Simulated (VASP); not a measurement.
Calculation: PBE GGA, VASP's PBE PAW potentials (set 64) (plane waves; VASP).

VASP ran on this input.

**INCAR**
```
SYSTEM = NbAs
PREC = Accurate
ENCUT = 400
EDIFF = 1E-6
NELM = 100
ALGO = Normal
LREAL = .FALSE.
LASPH = .TRUE.
ISMEAR = 0
SIGMA = 0.05
GGA = PE
LMAXMIX = 4
LWAVE = .FALSE.
LCHARG = .FALSE.
ISIF = 2
```

### KPOINTS
```
K-points
0
gamma
  8 8 7
```

File POSCAR:
```
NbAs
3.5410980
  1.0000000000   0.0000000000   0.0000000000
 -0.5000000000   0.8660254531   0.0000000000
  0.0000000000   0.0000000000   0.9759503973
Nb As
1 1
Cartesian
  0.0000000000   0.0000000000   0.0000000000
  0.5000005000   0.2886748624   0.4879751987
```

POTCAR, in this order: Nb_sv As (PBE.64 set). Program: vasp_std.

What VASP printed:

File OSZICAR:
```
       N       E                     dE             d eps       ncg     rms          rms(c)
DAV:   1     0.114702930902E+03    0.11470E+03   -0.84848E+03  1056   0.110E+03
DAV:   2    -0.111102177884E+02   -0.12581E+03   -0.12209E+03  1295   0.364E+02
DAV:   3    -0.170665922644E+02   -0.59564E+01   -0.58529E+01  1669   0.639E+01
DAV:   4    -0.172870418565E+02   -0.22045E+00   -0.21975E+00  1431   0.125E+01
DAV:   5    -0.172999729818E+02   -0.12931E-01   -0.12927E-01  1785   0.241E+00    0.741E+00
DAV:   6    -0.162054774135E+02    0.10945E+01   -0.38927E+00  1701   0.179E+01    0.210E+00
DAV:   7    -0.161963859208E+02    0.90915E-02   -0.12468E-01  1240   0.316E+00    0.121E+00
DAV:   8    -0.161908397512E+02    0.55462E-02   -0.26839E-02  1545   0.133E+00    0.225E-01
DAV:   9    -0.161911525608E+02   -0.31281E-03   -0.28440E-03  1720   0.410E-01    0.119E-01
DAV:  10    -0.161911962720E+02   -0.43711E-04   -0.20265E-04  1468   0.170E-01    0.199E-02
DAV:  11    -0.161911855562E+02    0.10716E-04   -0.12793E-05  1640   0.385E-02    0.106E-02
DAV:  12    -0.161911827102E+02    0.28459E-05   -0.14125E-06   898   0.166E-02    0.293E-03
DAV:  13    -0.161911828182E+02   -0.10793E-06   -0.33759E-07   710   0.798E-03
   1 F= -.16191183E+02 E0= -.16190610E+02  d E =-.114494E-02
```

OUTCAR:
```
------------------------ aborting loop because EDIFF is reached ----------------------------------------
  FORCE on cell =-STRESS in cart. coord.  units (eV):
  Direction    XX          YY          ZZ          XY          YZ          ZX
  --------------------------------------------------------------------------------------
  Total       -1.9345300     -1.9345303     -1.2947004      0.0000000      0.0000000     -0.0000000
  in kB      -82.5874050    -82.5874144    -55.2723111      0.0000000      0.0000000     -0.0000000
  external PRESSURE =     -73.4823768 kB  Pullay stress =       0.0000000 kB
  volume of cell :       37.53
      direct lattice vectors                 reciprocal lattice vectors
     3.541098000  0.000000000  0.000000000     0.282398284  0.163042716  0.000000000
    -1.770549000  3.066681000  0.000000000     0.000000000  0.326085432  0.000000000
     0.000000000  0.000000000  3.455936000     0.000000000  0.000000000  0.289357210
 POSITION                                       TOTAL-FORCE (eV/Angst)
 -----------------------------------------------------------------------------------
      0.00000      0.00000      0.00000        -0.000000      0.000000      0.000000
      1.77055      1.02223      1.72797         0.000000      0.000000      0.000000
 -----------------------------------------------------------------------------------
    total drift:                               -0.000241      0.000138      0.000000
  FREE ENERGIE OF THE ION-ELECTRON SYSTEM (eV)
  ---------------------------------------------------
  free  energy   TOTEN  =       -16.1911828182 eV

  energy  without entropy=      -16.1900378812  energy(sigma->0) =      -16.19061035
```
(Selected blocks of OUTCAR.)

The structure was generated: NbAs was put into the WC type (P-6m2), which need not be its known phase. The cell was not relaxed at this level.
